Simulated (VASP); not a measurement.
Given:

```yaml
crystal:
  lattice:
    - [3.84166, 0.00000, 0.00000]
    - [-1.92083, 3.32698, 0.00000]
    - [0.00000, 0.00000, 6.32684]
  atoms:
    - { symbol: B, position: [0.33333, 0.66667, 0.00015] }
    - { symbol: B, position: [0.66667, 0.33333, 0.50015] }
    - { symbol: Bi, position: [0.33333, 0.66667, 0.37485] }
    - { symbol: Bi, position: [0.66667, 0.33333, 0.87485] }
```

These are PBEsol GGA, VASP's PBE PAW potentials (set 64) (plane waves; VASP) values and carry that method's errors. Numerical set-up: 520 eV cut-off, Gaussian smearing of 0.050 eV, potentials B Bi_d.

Unless said otherwise, spin-orbit coupling is left out, though it shifts the bands of the heavy elements here.

Problem. Give the energies of bands 13 to 21 at the high-symmetry points, in eV from the valence-band maximum.

Solution. 
| band | Γ | M | K | A | L | H |
|---|---|---|---|---|---|---|
| 13 | -7.94 | -7.94 | -7.15 | -4.89 | -7.91 | -7.80 |
| 14 | -1.77 | -6.78 | -7.15 | -4.89 | -7.91 | -7.80 |
| 15 | -1.77 | -5.27 | -5.87 | -1.06 | -2.92 | -5.04 |
| 16 | -0.23 | -3.65 | -4.03 | -1.06 | -2.92 | -5.04 |
| 17 | 0.00 | -3.27 | -4.03 | -1.06 | -2.87 | -2.41 |
| 18 | 0.00 | -1.77 | -3.77 | -1.06 | -2.87 | -2.41 |
| 19 | 0.10 | 0.52 | 1.34 | 0.79 | 0.58 | 1.41 |
| 20 | 0.52 | 1.69 | 3.39 | 0.79 | 0.58 | 1.41 |
| 21 | 2.51 | 3.11 | 3.39 | 3.65 | 2.25 | 3.93 |

The gap is direct, 0.10 eV, from the valence maximum at Γ to the conduction minimum at Γ.

The structure was generated: BBi was put into the wurtzite type (P6_3mc), which need not be its known phase. It was relaxed first, which changed the volume by +5 %.
